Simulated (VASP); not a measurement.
```
PtSe2
1.0
    1.87800    -3.25280     0.00000
    1.87800     3.25280     0.00000
    0.00000     0.00000     4.89514
Pt Se
1 2
Cartesian
  0.00000   0.00000   0.00000
  1.87800   1.08427   1.27192
  1.87800  -1.08427   3.62322
```

Level of theory: PBEsol GGA, VASP's PBE PAW potentials (set 64) (plane waves; VASP). Run with 480 eV cut-off, 10×10×6 Γ-centred mesh, first-order Methfessel-Paxton smearing of 0.10 eV, potentials Pt Se.

Without a dispersion term in the relaxation, distances and binding between the weakly bound layers, chains or molecules are unreliable, and so is what depends on them. Unless said otherwise, spin-orbit coupling is left out, though it shifts the bands of the heavy elements here.

Q: What does the run give for the energy per atom (σ→0), band gap (on the k-mesh) with the smallest direct gap where there is one?

A: 
band gap (on the k-mesh): none (metal, semimetal or under 0.01 eV)
energy per atom (σ→0): -5.301 eV/atom

Only differences to runs with the same potentials and settings are physical.

The compound is PtSe2 in the 1T layered structure. It was relaxed first.
